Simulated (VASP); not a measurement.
A convergence study with VASP on GaN (wurtzite): one setting is varied, all else stays as given below, so the limit is that of these other settings.

```
GaN
1.0
    1.59500    -2.76262     0.00000
    1.59500     2.76262     0.00000
    0.00000     0.00000     5.19000
Ga N
2 2
Direct
  0.66667   0.33333   0.50000
  0.33333   0.66667   0.00000
  0.66667   0.33333   0.87700
  0.33333   0.66667   0.37700
```

These are PBE GGA, VASP's PBE PAW potentials (set 64) (plane waves; VASP) values and carry that method's errors. The tightest run used: 700 eV cut-off, 17×17×9 Γ-centred mesh, Gaussian smearing of 0.050 eV, potentials Ga_d N.

| setting | E (eV/atom) | pressure (GPa) | irreducible k-points |
|---|---|---|---|
| 1×1×1 mesh | -1.8527 | 33.33 | 1 |
| 2×2×1 mesh | -5.7753 | 3.79 | 2 |
| 3×3×2 mesh | -6.0042 | 5.15 | 6 |

Question: These are the cheaper rows. Estimate the results at 17×17×9 mesh, and how far the last row shown lies from them.

Answer: 
```csv
quantity,tightest run,last row shown is off by
E (eV/atom),-6.0790,0.0749
pressure (GPa),5.03,0.12
```

Left out are rungs that failed or repeat a setting and relaxations that didn't move; long series are thinned to 24 rows.

The compound is GaN in the wurtzite structure. The cell was not relaxed at this level.
